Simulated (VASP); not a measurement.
Here is the system:

```
KBr
1.0
    0.00000     3.33667     3.33667
    3.33667     0.00000     3.33667
    3.33667     3.33667     0.00000
K Br
1 1
Direct
  0.00000   0.00000   0.00000
  0.50000   0.50000   0.50000
```

Computed with AM05 GGA, VASP's PBE PAW potentials (set 64) (plane waves; VASP). Run with 520 eV cut-off, 8×8×8 Γ-centred mesh, tetrahedra with Blöchl corrections, potentials K_sv Br.

**Question.** What does the run give for the energy per atom (σ→0), band gap (on the k-mesh) with the smallest direct gap where there is one?

**Answer.** 
```json
{
  "band gap (on the k-mesh)": "4.41 eV",
  "smallest direct gap (on the k-mesh)": "4.41 eV",
  "energy per atom (σ→0)": "-3.068 eV/atom"
}
```

Total energies compare only between runs with the same potentials, cut-off and functional.

The compound is KBr in the rock salt structure. It was relaxed first.
